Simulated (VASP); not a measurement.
```xyz
3
Lattice="0.0000 3.0062 3.0062 3.0062 0.0000 3.0062 3.0062 3.0062 0.0000" Properties=species:S:1:pos:R:3 pbc="T T T"
Pb     6.0124     3.0062     3.0062
F      1.5031     1.5031     1.5031
F      4.5093     4.5093     4.5093
```

Method: r2SCAN+rVV10, VASP's PBE PAW potentials (set 64) (plane waves; VASP 6.6.1). Settings: 520 eV cut-off, 7×7×7 Γ-centred mesh, Gaussian smearing of 0.050 eV, potentials Pb_d F.

Question: Predict the energy per atom (σ→0), pressure.

Answer: 
energy per atom (σ→0): -2226.1 kJ/mol of atoms
pressure: -4.23 GPa

Total energies compare only between runs with the same potentials, cut-off and functional.

The compound is PbF2 in the fluorite structure, the β form. This cell is one point of a volume scan, at 1.06 of the reference volume.
